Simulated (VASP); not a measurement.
Here is a VASP 6.6.1 calculation.

INCAR

```
ALGO = Normal
EDIFF = 1E-7
EDIFFG = -0.005
ENCUT = 600
IBRION = 2
ISIF = 3
ISMEAR = 1
KPAR = 2
LASPH = T
LCHARG = F
LREAL = F
LWAVE = F
NELM = 80
NSW = 90
PREC = Accurate
SIGMA = 0.1
```

KPOINTS

```
k-points
0
Gamma
  10 10 10
```

Contents of POSCAR:

```
ZrSi2                                   
1.0
    1.8258504597     -7.2483312514      0.0000000000
    1.8258504597      7.2483312514     -0.0000000000
    0.0000000000     -0.0000000000      3.6372703521
  Zr              Si            
     2     4
Direct
     0.8952149005569559    0.1047850994430442    0.2500000000000000
     0.1047850994430442    0.8952149005569559    0.7500000000000000
     0.5536187411184875    0.4463812588815124    0.2500000000000000
     0.4463812588815124    0.5536187411184875    0.7500000000000000
     0.2501527610159847    0.7498472389840154    0.2500000000000000
     0.7498472389840154    0.2501527610159847    0.7500000000000000
```

Potentials or basis: VASP PAW LDA potentials, release 64 (Zr_sv, Si).

Command:

```sh
$ cat potpaw_LDA.64/Zr_sv/POTCAR potpaw_LDA.64/Si/POTCAR > POTCAR
$ mpirun -np 2 vasp_std > vasp.out
```

(1) Predict the band gap on the k mesh.

## Answers

(1) none (metal or under the smearing width).
